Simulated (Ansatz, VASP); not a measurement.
# SbP: VASP beside Ansatz, part 2 of 2

One calculation is typed for both programs; each brings its own data sets. How far apart do they land? The cell is generated by rule, not measured, and may not be a known phase. The cell is taken from a series of runs on this material, whose earlier steps may have relaxed, scaled, displaced or heated it; both programs get it as it stands.

VASP 6.6.1 and Ansatz 0.2.0.

So far: Set-up; Ansatz: zone-centre phonons, PBE; VASP: zone-centre phonons, PBE.

### 3. VASP: zone-centre phonons, PBE (continued)

Level of this step: PBE; plane waves and PAW (Sb, P); invented cell (VASP).

Numbers of over 12 decimals in the logs are rounded to 6 here.

Parts of OUTCAR (step 3):

```text
ion  position               nearest neighbor table
   1  0.750  0.037  0.128-   5 2.59   7 2.83   7 2.83   8 2.87   8 2.87   5 3.17
   2  0.750  0.037  0.628-   6 2.59   8 2.83   8 2.83   7 2.87   7 2.87   6 3.17
   3  0.250  0.537  0.372-   7 2.59   5 2.83   5 2.83   6 2.87   6 2.87   7 3.17
   4  0.250  0.537  0.872-   8 2.59   6 2.83   6 2.83   5 2.87   5 2.87   8 3.17
   5  0.750  0.588  0.126-   1 2.59   3 2.83   3 2.83   4 2.87   4 2.87   1 3.17
   6  0.750  0.588  0.626-   2 2.59   4 2.83   4 2.83   3 2.87   3 2.87   2 3.17
   7  0.250  0.088  0.374-   3 2.59   1 2.83   1 2.83   2 2.87   2 2.87   3 3.17
   8  0.250  0.088  0.874-   4 2.59   2 2.83   2 2.83   1 2.87   1 2.87   4 3.17

  LATTYP: Found a simple orthorhombic cell.
 ALAT       =     4.0100259042
 B/A-ratio  =     1.4350349385
 C/A-ratio  =     2.0007382040

 Subroutine GETGRP returns: Found  4 space group operations
 (whereof  1 operations were pure point group operations)

The static configuration has the point symmetry C_1 .
 The point group associated with its full space group is C_2v.

 Found     60 irreducible k-points:

   k-points           NKPTS =     60   k-points in BZ     NKDIM =     60   number of bands    NBANDS=     28

   dimension x,y,z NGX =    30 NGY =   42 NGZ =   60
   dimension x,y,z NGXF=    60 NGYF=   84 NGZF=  120

   ENCUT  =  500.0 eV  36.75 Ry    6.06 a.u.   7.31 10.49 14.63*2*pi/ulx,y,z

   NELECT =      40.0000    total number of electrons

 k-points in reciprocal lattice and weights: Automatic mesh
   0.00000000  0.00000000  0.00000000       0.005
   0.12500000  0.00000000  0.00000000       0.010
   0.25000000  0.00000000  0.00000000       0.010
   0.37500000  0.00000000  0.00000000       0.010
   0.50000000  0.00000000  0.00000000       0.005
   0.00000000  0.16666667  0.00000000       0.010
   0.12500000  0.16666667  0.00000000       0.021
   0.25000000  0.16666667  0.00000000       0.021
   0.37500000  0.16666667  0.00000000       0.021
[...]
0.37500000  0.50000000  0.50000000       0.010
   0.50000000  0.50000000  0.50000000       0.005

 average (electrostatic) potential at core
       1 -85.7595       2 -85.7595       3 -85.7595       4 -85.7595       5 -81.4055
       6 -81.4055       7 -81.4055       8 -81.4055

[...]
-3.00746     -5.02414     -3.38225        -0.000406      0.001305      0.017414
     -1.00257     -2.99887     -0.50499         0.000406     -0.001305      0.017414
     -1.00245     -7.01037     -0.50499        -0.000406     -0.001305      0.017414
 -----------------------------------------------------------------------------------
    total drift:                               -0.000000      0.000003     -0.001358

 Eigenvectors and eigenvalues of the dynamical matrix
 ----------------------------------------------------

   1 f  =    8.348983 THz    52.458206 2PiTHz  278.492088 cm-1    34.528603 meV
             X         Y         Z           dx          dy          dz
     -3.007442 -1.023235 -0.214328     0.000005    0.000398    0.145761
     -3.007601 -5.034741 -0.214328    -0.000005    0.000398    0.145761
     -1.002430 -2.988268 -3.091592    -0.000005    0.000398   -0.145761
     -1.002589 -6.999774 -3.091592     0.000005    0.000398   -0.145761
     -3.007581 -1.012637 -3.382252    -0.000010   -0.000765   -0.478281
     -3.007462 -5.024143 -3.382252     0.000010   -0.000765   -0.478281
     -1.002570 -2.998866 -0.504988     0.000010   -0.000765    0.478281
     -1.002450 -7.010372 -0.504988    -0.000010   -0.000765    0.478281

   2 f  =    7.742169 THz    48.645482 2PiTHz  258.250958 cm-1    32.019024 meV
             X         Y         Z           dx          dy          dz
     -3.007442 -1.023235 -0.214328    -0.000010    0.018446    0.172538
     -3.007601 -5.034741 -0.214328    -0.000010   -0.018446   -0.172538
     -1.002430 -2.988268 -3.091592     0.000010    0.018446   -0.172538
     -1.002589 -6.999774 -3.091592     0.000010   -0.018446    0.172538
     -3.007581 -1.012637 -3.382252    -0.000003    0.109167   -0.456041
     -3.007462 -5.024143 -3.382252    -0.000003   -0.109167    0.456041
     -1.002570 -2.998866 -0.504988     0.000003    0.109167    0.456041
     -1.002450 -7.010372 -0.504988     0.000003   -0.109167   -0.456041

   3 f  =    7.588075 THz    47.677283 2PiTHz  253.110945 cm-1    31.381743 meV
             X         Y         Z           dx          dy          dz
     -3.007442 -1.023235 -0.214328    -0.000061   -0.026047    0.178315
     -3.007601 -5.034741 -0.214328    -0.000061    0.026047   -0.178315
     -1.002430 -2.988268 -3.091592    -0.000061    0.026047    0.178315
     -1.002589 -6.999774 -3.091592    -0.000061   -0.026047   -0.178315
     -3.007581 -1.012637 -3.382252     0.000113   -0.122332   -0.450067
     -3.007462 -5.024143 -3.382252     0.000113    0.122332    0.450067
     -1.002570 -2.998866 -0.504988     0.000113    0.122332   -0.450067
     -1.002450 -7.010372 -0.504988     0.000113   -0.122332    0.450067

   4 f  =    7.147921 THz    44.911712 2PiTHz  238.428981 cm-1    29.561413 meV
             X         Y         Z           dx          dy          dz
     -3.007442 -1.023235 -0.214328    -0.000224    0.002021   -0.225092
     -3.007601 -5.034741 -0.214328     0.000224    0.002021   -0.225092
     -1.002430 -2.988268 -3.091592    -0.000224   -0.002021   -0.225092
     -1.002589 -6.999774 -3.091592     0.000224   -0.002021   -0.225092
     -3.007581 -1.012637 -3.382252     0.000644    0.001654    0.446460
     -3.007462 -5.024143 -3.382252    -0.000644    0.001654    0.446460
     -1.002570 -2.998866 -0.504988     0.000644   -0.001654    0.446460
     -1.002450 -7.010372 -0.504988    -0.000644   -0.001654    0.446460

   5 f  =    6.898820 THz    43.346567 2PiTHz  230.119877 cm-1    28.531216 meV
             X         Y         Z           dx          dy          dz
     -3.007442 -1.023235 -0.214328    -0.000031   -0.072738   -0.032589
     -3.007601 -5.034741 -0.214328    -0.000031    0.072738    0.032589
     -1.002430 -2.988268 -3.091592     0.000031   -0.072738    0.032589
     -1.002589 -6.999774 -3.091592     0.000031    0.072738   -0.032589
     -3.007581 -1.012637 -3.382252    -0.000292    0.483284    0.100417
     -3.007462 -5.024143 -3.382252    -0.000293   -0.483284   -0.100417
     -1.002570 -2.998866 -0.504988     0.000293    0.483284   -0.100417
     -1.002450 -7.010372 -0.504988     0.000292   -0.483284    0.100417

   6 f  =    6.847165 THz    43.022004 2PiTHz  228.396827 cm-1    28.317585 meV
             X         Y         Z           dx          dy          dz
     -3.007442 -1.023235 -0.214328    -0.000035   -0.025009    0.038660
     -3.007601 -5.034741 -0.214328    -0.000035    0.025009   -0.038660
     -1.002430 -2.988268 -3.091592    -0.000035    0.025009    0.038660
     -1.002589 -6.999774 -3.091592    -0.000035   -0.025009   -0.038660
     -3.007581 -1.012637 -3.382252     0.000182    0.484434   -0.114908
     -3.007462 -5.024143 -3.382252     0.000182   -0.484434    0.114908
     -1.002570 -2.998866 -0.504988     0.000182   -0.484434   -0.114908
     -1.002450 -7.010372 -0.504988     0.000182    0.484434    0.114908

   7 f  =    6.389398 THz    40.145775 2PiTHz  213.127392 cm-1    26.424417 meV
             X         Y         Z           dx          dy          dz
     -3.007442 -1.023235 -0.214328    -0.072354   -0.000076    0.000270
     -3.007601 -5.034741 -0.214328     0.072354   -0.000076    0.000270
     -1.002430 -2.988268 -3.091592    -0.072354    0.000076    0.000270
     -1.002589 -6.999774 -3.091592     0.072354    0.000076    0.000270
     -3.007581 -1.012637 -3.382252     0.494737    0.000156   -0.000614
     -3.007462 -5.024143 -3.382252    -0.494737    0.000157   -0.000614
     -1.002570 -2.998866 -0.504988     0.494737   -0.000157   -0.000614
     -1.002450 -7.010372 -0.504988    -0.494737   -0.000156   -0.000614

   8 f  =    6.313069 THz    39.666180 2PiTHz  210.581303 cm-1    26.108742 meV
             X         Y         Z           dx          dy          dz
     -3.007442 -1.023235 -0.214328     0.031990    0.000034   -0.000051
     -3.007601 -5.034741 -0.214328    -0.031990    0.000034   -0.000051
     -1.002430 -2.988268 -3.091592    -0.031990    0.000034    0.000051
     -1.002589 -6.999774 -3.091592     0.031990    0.000034    0.000051
     -3.007581 -1.012637 -3.382252    -0.498975   -0.000448   -0.000004
     -3.007462 -5.024143 -3.382252     0.498975   -0.000448   -0.000004
     -1.002570 -2.998866 -0.504988     0.498975   -0.000448    0.000004
     -1.002450 -7.010372 -0.504988    -0.498975   -0.000448    0.000004

   9 f  =    3.989393 THz    25.066097 2PiTHz  133.071832 cm-1    16.498797 meV
             X         Y         Z           dx          dy          dz
     -3.007442 -1.023235 -0.214328     0.000038   -0.497899    0.015035
     -3.007601 -5.034741 -0.214328     0.000038    0.497899   -0.015035
     -1.002430 -2.988268 -3.091592     0.000038    0.497899    0.015035
     -1.002589 -6.999774 -3.091592     0.000038   -0.497899   -0.015035
     -3.007581 -1.012637 -3.382252    -0.000490   -0.017526    0.039536
     -3.007462 -5.024143 -3.382252    -0.000490    0.017526   -0.039536
     -1.002570 -2.998866 -0.504988    -0.000490    0.017526    0.039536
     -1.002450 -7.010372 -0.504988    -0.000490   -0.017526   -0.039536

  10 f  =    3.913267 THz    24.587780 2PiTHz  130.532525 cm-1    16.183963 meV
             X         Y         Z           dx          dy          dz
     -3.007442 -1.023235 -0.214328    -0.000015   -0.492145   -0.032841
     -3.007601 -5.034741 -0.214328    -0.000014    0.492145    0.032841
     -1.002430 -2.988268 -3.091592     0.000014   -0.492145    0.032841
     -1.002589 -6.999774 -3.091592     0.000015    0.492145   -0.032841
     -3.007581 -1.012637 -3.382252     0.000447   -0.066272   -0.048196
     -3.007462 -5.024143 -3.382252     0.000447    0.066272    0.048196
     -1.002570 -2.998866 -0.504988    -0.000447   -0.066272    0.048196
     -1.002450 -7.010372 -0.504988    -0.000447    0.066272   -0.048196

  11 f  =    3.485881 THz    21.902437 2PiTHz  116.276479 cm-1    14.416440 meV
             X         Y         Z           dx          dy          dz
     -3.007442 -1.023235 -0.214328     0.000505    0.000430    0.478281
     -3.007601 -5.034741 -0.214328    -0.000505    0.000430    0.478281
     -1.002430 -2.988268 -3.091592    -0.000505    0.000430   -0.478281
     -1.002589 -6.999774 -3.091592     0.000505    0.000430   -0.478281
    [... 145 further lines ...]
     -1.002570 -2.998866 -0.504988    -0.446557   -0.000160   -0.000116
     -1.002450 -7.010372 -0.504988    -0.446557    0.000161    0.000116

 ELASTIC MODULI CONTR FROM IONIC RELAXATION (kBar)
 Direction    XX          YY          ZZ          XY          YZ          ZX
 --------------------------------------------------------------------------------
 XX         -37.8245    -82.1346   -153.3079     -0.0002      0.0000     -0.0000
 YY         -82.1346   -239.9077   -220.0034      0.0001      0.0000     -0.0000
 ZZ        -153.3079   -220.0034   -828.8900     -0.0000      0.0000      0.0000
 XY          -0.0002      0.0001     -0.0000   -124.6231      0.0000     -0.0000
 YZ           0.0000      0.0000      0.0000      0.0000     -1.1778     -0.0000
 ZX           0.0000     -0.0000      0.0000     -0.0000     -0.0000     -0.1587
 --------------------------------------------------------------------------------
```

Energies printed during the response cycles are not total energies of the cell.

### 4. Side by side

Known differences besides the potentials themselves: the data sets hold 80 valence electrons in Ansatz (on its default PAW (the set named soft_2) files) and 40 in VASP; the cutoff is 420 eV in Ansatz and 500 eV in VASP. Total energies have different zeros and are not compared.

The two programs side by side:

| quantity | Ansatz | VASP | difference |
| --- | --- | --- | --- |
| optical mode 1 (imaginary, printed as negative) (cm⁻¹) | -132.2 | -109.9 | -22.3 |
| optical mode 2 (imaginary, printed as negative) (cm⁻¹) | -130.2 | -106.0 | -24.2 |
| optical mode 3 (cm⁻¹) | 8.9 | 24.3 | -15.4 |
| optical mode 4 (cm⁻¹) | 21.6 | 24.6 | -2.9 |
| optical mode 5 (cm⁻¹) | 83.8 | 83.8 | -0.09 % |
| optical mode 6 (cm⁻¹) | 87.7 | 88.3 | -0.64 % |
| optical mode 7 (cm⁻¹) | 88.7 | 88.9 | -0.19 % |
| optical mode 8 (cm⁻¹) | 91.1 | 91.9 | -0.84 % |
| optical mode 9 (cm⁻¹) | 103.6 | 107.3 | -3.51 % |
| optical mode 10 (cm⁻¹) | 108.5 | 109.4 | -0.88 % |
| optical mode 11 (cm⁻¹) | 115.7 | 116.3 | -0.50 % |
| optical mode 12 (cm⁻¹) | 129.5 | 130.5 | -0.82 % |
| optical mode 13 (cm⁻¹) | 132.6 | 133.1 | -0.37 % |
| optical mode 14 (cm⁻¹) | 210.2 | 210.6 | -0.20 % |
| optical mode 15 (cm⁻¹) | 213.0 | 213.1 | -0.04 % |
| optical mode 16 (cm⁻¹) | 227.6 | 228.4 | -0.35 % |
| optical mode 17 (cm⁻¹) | 228.9 | 230.1 | -0.53 % |
| optical mode 18 (cm⁻¹) | 235.3 | 238.4 | -1.31 % |
| optical mode 19 (cm⁻¹) | 250.2 | 253.1 | -1.16 % |
| optical mode 20 (cm⁻¹) | 255.0 | 258.3 | -1.25 % |
| optical mode 21 (cm⁻¹) | 274.1 | 278.5 | -1.58 % |

Modes are paired by rising frequency, not by their patterns, so a pair may set unlike modes beside each other; they are those without the splitting of longitudinal modes.

### 5. What came out

```
r.m.s. difference of the optical zone-centre modes, each program's sorted by frequency (zone-centre phonons, PBE) : 8.2 cm⁻¹
difference in optical mode 9 (zone-centre phonons, PBE)                                                           : -3.5 %
```

The r.m.s. difference of the optical zone-centre modes, each program's sorted by frequency is 8.2 cm⁻¹ (zone-centre phonons, PBE). The data sets hold unlike numbers of valence electrons (80 in Ansatz and 40 in VASP), so part of the differences comes from the potentials. Among the rows given in per cent, the largest difference of the zone-centre phonons, PBE pair is in optical mode 9, -3.5 %. What causes the difference of the zone-centre phonons, PBE pair stays open here. How closely two codes agree says nothing of how well the functional describes the real material.

[Lines on the potential files, build, host, timing and source positions are cut from VASP's logs without a mark.]

[Logs are printed without paths, hosts, clocks, repeated set-up lines and the standing remarks that a program may print on its own settings, such as how far it seeks lower states.]

[Hosts, paths, dates, database ids (printed as entryN), source tags and the programs' standing remarks are cut or masked in the printed files.]
